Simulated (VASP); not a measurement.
Consider the following.

```yaml
crystal:
  lattice:
    - [0.00000, 2.67150, 2.67150]
    - [2.67150, 0.00000, 2.67150]
    - [2.67150, 2.67150, 0.00000]
  atoms:
    - { symbol: Cu, position: [0.00000, 0.00000, 0.00000] }
    - { symbol: Cl, position: [0.25000, 0.25000, 0.25000] }
```

Method: PBE GGA with D4 dispersion, VASP's PBE PAW potentials (set 64) (plane waves; VASP). Numerical set-up: 520 eV cut-off, 8×8×8 Γ-centred mesh, Gaussian smearing of 0.050 eV, potentials Cu Cl.

Problem. Estimate the energy per atom (σ→0), band gap (on the k-mesh) with the smallest direct gap where there is one.

Solution. 
The band gap (on the k-mesh) comes out as 0.62 eV and the smallest direct gap (on the k-mesh) comes out as 0.62 eV. The energy per atom (σ→0) is -3.463 eV/atom.

The compound is CuCl in the zinc blende structure. It was relaxed first. The start is the result of an earlier pass.
